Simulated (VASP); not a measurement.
# XPS shifts in HRh10O

Wanted: the chemical shifts that photoemission would resolve in HRh10O.

Method: PBEsol, no spin polarisation; plane waves and PAW (H, O, Rh_pv), in the first sound run; inputs show where later runs differ, in VASP 6.6.1.

This is a report of a sequence of runs, with most program output left out.

### 1. Set-up

The cell holds 12 atoms: 1 H, 1 O and 10 Rh. Cell: a = 5.416 Å, b = 2.708 Å, c = 24.610 Å, α = 90.0°, β = 90.0°, γ = 90.0°. It derives from Rh. Adsorbate: added OH, site hollow, coverage in monolayers 0.5, cell 2x1, faces one. Regions: adsorbate, 2 atoms (1 H and 1 O); layer 1, 2 atoms (2 Rh); layer 2, 2 atoms (2 Rh); layer 3, 2 atoms (2 Rh); other layers, 4 atoms (4 Rh). Vacuum lies along c.

### 2. Relaxation

The free atoms are relaxed first inside the given cell, which is kept (ISIF = 0), since core levels depend on the positions.

File INCAR:

```
SYSTEM = HRh10O
PREC = Normal
ENCUT = 400
EDIFF = 1E-05
NELM = 100
ISMEAR = 0
SIGMA = 0.1
LREAL = Auto
ALGO = Fast
GGA = PS
NBANDS = 97
LASPH = .TRUE.
LWAVE = .FALSE.
LCHARG = .FALSE.
KPAR = 2
NCORE = 4
IBRION = 2
NSW = 50
ISIF = 0
EDIFFG = -0.05
```

File POSCAR:

```
HRh10O
1.0
    5.4164379439      0.0000000000      0.0000000000
    0.0000000000      2.7082189719      0.0000000000
    0.0000000000      0.0000000000     24.6100000000
H O Rh
1 1 10
Selective dynamics
Direct
    0.3524531650      0.5000000000      0.6952458350  T T T
    0.2527131990      0.5000000000      0.6627387240  T T T
    0.0000000000      0.0000000000      0.6160097520  T T T
    0.5000000000      0.0000000000      0.6160097520  T T T
    0.2500000000      0.5000000000      0.5381958550  T T T
    0.7500000000      0.5000000000      0.5381958550  T T T
    0.0000000000      0.0000000000      0.4603819590  F F F
    0.5000000000      0.0000000000      0.4603819590  F F F
    0.2500000000      0.5000000000      0.3825680620  F F F
    0.7500000000      0.5000000000      0.3825680620  F F F
    0.0000000000      0.0000000000      0.3047541650  F F F
    0.5000000000      0.0000000000      0.3047541650  F F F
```

File KPOINTS:

```
Automatic mesh
0
Gamma
4 7 1
0 0 0
```

The projector-augmented-wave data sets are H, O and Rh_pv (PBE family, release 64).

Launch:

```console
> mpirun -np 8 vasp_std
```

The job ended after 8.1 min (8 MPI ranks of Intel Xeon Platinum 8488C (Sapphire Rapids), shared host; peak memory 1.8 GiB).

The PAW data sets were made with PBE, which is usual practice but a small mismatch for other functionals. The run keeps the 2 symmetry operations of its start, so it cannot find a distortion of lower symmetry.

Relaxation path:

| step | energy less that of the first step (eV) | largest force (eV/Å) |
| --- | --- | --- |
| 1 | 0.0000 | 1.6157 |
| 2 | -0.2152 | 2.0452 |
| 3 | -0.2154 | 2.0065 |
| 4 | -0.2333 | 2.3816 |
| 5 | -0.2856 | 1.0631 |
| 6 | -0.3411 | 1.0636 |
| 7 | -0.4090 | 1.0632 |
| 8 | -0.4093 | 1.0609 |
| 9 | -0.4198 | 1.0658 |
| 10 | -0.4200 | 1.0656 |
| 11 | -0.4282 | 1.0653 |
| 12 | -0.4308 | 1.0675 |
| 13 | -0.4328 | 1.0614 |
| 14 | -0.4350 | 1.0651 |
| 15 | -0.4362 | 1.0638 |
| 16 | -0.4362 | 1.0646 |
| 17 | -0.4372 | 1.0634 |
| 18 | -0.4375 | 1.0601 |
| 19 | -0.4379 | 1.0658 |
| 20 | -0.4380 | 1.0642 |
| 21 | -0.4383 | 1.0643 |

The atoms that moved most (Å):

| atom | dx | dy | dz | length |
| --- | --- | --- | --- | --- |
| O2 | 0.230 | 0.000 | -0.007 | 0.230 |
| H1 | -0.115 | 0.000 | 0.155 | 0.194 |
| Rh3 | -0.036 | 0.000 | -0.169 | 0.173 |
| Rh4 | 0.016 | 0.000 | -0.117 | 0.118 |
| Rh5 | -0.026 | 0.000 | -0.087 | 0.091 |
| Rh6 | -0.033 | 0.000 | 0.019 | 0.038 |

The relaxed structure:

```
H O Rh
1.0
     5.41644    0.00000    0.00000
     0.00000    2.70822    0.00000
     0.00000    0.00000   24.61000
H O Rh
1 1 10
Direct
  0.33113 0.50000 0.70156
  0.29520 0.50000 0.66246
  0.99335 0.00000 0.60914
  0.50288 0.00000 0.61124
  0.24516 0.50000 0.53465
  0.74390 0.50000 0.53896
  0.00000 0.00000 0.46038
  0.50000 0.00000 0.46038
  0.25000 0.50000 0.38257
  0.75000 0.50000 0.38257
  0.00000 0.00000 0.30475
  0.50000 0.00000 0.30475
```

Numbers from this step:

```
free energy (TOTEN)     : -86.9192 eV
energy at zero smearing : -86.8773 eV
Fermi energy            : 2.112 eV
```

The forces on the free atoms are under 0.05 eV/Å, while the fixed ones keep up to 1.1 eV/Å.

### 3. Initial state

The cell without a hole gives, with ICORELEVEL = 1, the Kohn-Sham core levels of the initial state.

File INCAR:

```
SYSTEM = HRh10O
PREC = Normal
ENCUT = 400
EDIFF = 1E-05
NELM = 120
ISMEAR = 0
SIGMA = 0.1
LREAL = Auto
ALGO = Fast
GGA = PS
NBANDS = 97
LASPH = .TRUE.
LORBIT = 11
LWAVE = .FALSE.
LCHARG = .FALSE.
KPAR = 2
NCORE = 4
ICORELEVEL = 1
ISIF = 0
LVHAR = .TRUE.
```

File POSCAR:

```
HRh10O
1.0
    5.4164379439      0.0000000000      0.0000000000
    0.0000000000      2.7082189719      0.0000000000
    0.0000000000      0.0000000000     24.6100000000
H O Rh
1 1 10
Direct
    0.3311342956      0.5000000000      0.7015580673
    0.2951971867      0.5000000000      0.6624620738
    0.9933460163      0.0000000000      0.6091368893
    0.5028831914      0.0000000000      0.6112434303
    0.2451617717      0.5000000000      0.5346503789
    0.7438962022      0.5000000000      0.5389580727
    0.0000000000      0.0000000000      0.4603819590
    0.5000000000      0.0000000000      0.4603819590
    0.2500000000      0.5000000000      0.3825680620
    0.7500000000      0.5000000000      0.3825680620
    0.0000000000      0.0000000000      0.3047541650
    0.5000000000      0.0000000000      0.3047541650
```

KPOINTS is that of step 2.

Launch:

```console
> mpirun -np 8 vasp_std
```

It took 88 s on 8 MPI ranks; peak memory 1.5 GiB; 11 min of CPU time.

### 4. Core hole, atom Rh3

This step: final-state core hole with the electron kept at the Fermi level, PBEsol, no spin polarisation; plane waves and PAW (Rh_pv, H, O, Rh_pv) (VASP 6.6.1).

System of this step: HRh10O. The cell holds 12 atoms: 10 Rh, 1 H and 1 O. Cell: a = 5.416 Å, b = 2.708 Å, c = 24.610 Å, α = 90.0°, β = 90.0°, γ = 90.0°. It derives from Rh. Adsorbate: added OH, site hollow, coverage in monolayers 0.5, cell 2x1, faces one. Vacuum lies along c.

A core electron of Rh3 (3d) is moved to the Fermi level; this atom comes first in POSCAR as a species of its own.

INCAR, as its differences from that of step 3:

```diff
@@ -12,3 +12,2 @@
 LASPH = .TRUE.
-LORBIT = 11
 LWAVE = .FALSE.
@@ -17,4 +16,7 @@
 NCORE = 4
-ICORELEVEL = 1
+ICORELEVEL = 2
+CLNT = 1
+CLN = 3
+CLL = 2
+CLZ = 1
 ISIF = 0
-LVHAR = .TRUE.
```

POSCAR, as its differences from that of step 3:

```diff
@@ -5,8 +5,8 @@
     0.0000000000      0.0000000000     24.6100000000
-H O Rh
-1 1 10
+Rh H O Rh
+1 1 1 9
 Direct
+    0.9933460163      0.0000000000      0.6091368893
     0.3311342956      0.5000000000      0.7015580673
     0.2951971867      0.5000000000      0.6624620738
-    0.9933460163      0.0000000000      0.6091368893
     0.5028831914      0.0000000000      0.6112434303
```

KPOINTS is that of step 3.

Potentials, in the order of the species: Rh_pv, H, O and Rh_pv (PBE family, release 64).

Launch:

```console
> mpirun -np 8 vasp_std
```

Run time: 2 min. Hardware: 8 MPI ranks; peak memory 1.5 GiB; 16 min of CPU time.

This step gave:

| Property | Result |
| --- | --- |
| free energy (TOTEN) | -379.7731 eV |
| energy at zero smearing | -379.7354 eV |
| Fermi energy | 2.020 eV |

This is the reference for holes on Rh.

### 5. Core hole, atom Rh4

The same hole on the next atom.

INCAR is that of step 4.

POSCAR, as its differences from that of step 4:

```diff
@@ -8,6 +8,6 @@
 Direct
-    0.9933460163      0.0000000000      0.6091368893
+    0.5028831914      0.0000000000      0.6112434303
     0.3311342956      0.5000000000      0.7015580673
     0.2951971867      0.5000000000      0.6624620738
-    0.5028831914      0.0000000000      0.6112434303
+    0.9933460163      0.0000000000      0.6091368893
     0.2451617717      0.5000000000      0.5346503789
```

KPOINTS is that of step 4.

Launch:

```console
> mpirun -np 8 vasp_std
```

Elapsed: 2 min, on 8 MPI ranks; peak memory 1.6 GiB.

Against the hole on Rh3 the energy differs by +0.40 eV.

### 6. Core hole, atom Rh7

INCAR is that of step 5.

POSCAR, as its differences from that of step 5:

```diff
@@ -8,3 +8,3 @@
 Direct
-    0.5028831914      0.0000000000      0.6112434303
+    0.0000000000      0.0000000000      0.4603819590
     0.3311342956      0.5000000000      0.7015580673
@@ -12,5 +12,5 @@
     0.9933460163      0.0000000000      0.6091368893
+    0.5028831914      0.0000000000      0.6112434303
     0.2451617717      0.5000000000      0.5346503789
     0.7438962022      0.5000000000      0.5389580727
-    0.0000000000      0.0000000000      0.4603819590
     0.5000000000      0.0000000000      0.4603819590
```

KPOINTS is that of step 5.

Launch:

```console
> mpirun -np 8 vasp_std
```

The job ended after 1.8 min (8 MPI ranks; peak memory 1.6 GiB; 14 min of CPU time).

Against the hole on Rh3 the energy differs by +0.65 eV.

### 7. Summary

This step: core-level shifts, PBEsol; plane waves and PAW (VASP 6.6.1).

No new run; the numbers come from the runs before.

A positive shift is a higher binding energy. Cost is wall time times ranks on a shared host. Core-level shifts:

| atom | region | shell | Kohn-Sham level below the Fermi level (eV) | initial-state shift (eV) | final-state shift (eV) | shifts are from | cost (core minutes) |
| --- | --- | --- | --- | --- | --- | --- | --- |
| Rh3 | layer 1 | 3d | 296.8 | 0 | 0 | Rh3 | 16.13 |
| Rh4 | layer 1 | 3d | 297.2 | 0.3819 | 0.3974 | Rh3 | 16 |
| Rh7 | layer 3 | 3d | 297.4 | 0.5644 | 0.6544 | Rh3 | 14.67 |

### 8. Outcome

| Quantity | Value |
| --- | --- |
| Rh4 3d (layer 1), from Rh3 | initial state +0.38 eV, final state +0.40 eV |
| Rh7 3d (layer 3), from Rh3 | initial state +0.56 eV, final state +0.65 eV |

**Reading.** Against Rh3, Rh4 is shifted by +0.38 eV in the initial state and by +0.40 eV with the hole; against Rh3, Rh7 is shifted by +0.56 eV in the initial state and by +0.65 eV with the hole (energies extrapolated to zero smearing). Only these atoms were given a hole, so other sites aren't ranked. The difference of the two pictures holds the screening of the hole, but also the cell's limits: holes repeat 2.7 Å apart, and the electron from the core stays in the cell, where it moves the Fermi energy by -0.17 to -0.06 eV, less than the shifts themselves. Cell size, mesh and smearing weren't varied between the hole runs, and no dipole correction was applied to the slab. The other core electrons are frozen, spin-orbit splitting and multiplets are absent, and only shifts between atoms of one element are meaningful.

[Lines on the potential files, build, host, timing and source positions are cut from VASP's logs without a mark.]

[Logs are printed without paths, hosts, clocks, repeated set-up lines and the standing remarks that a program may print on its own settings, such as how far it seeks lower states.]

[Hosts, paths, dates, database ids (printed as entryN), source tags and the programs' standing remarks are cut or masked in the printed files.]
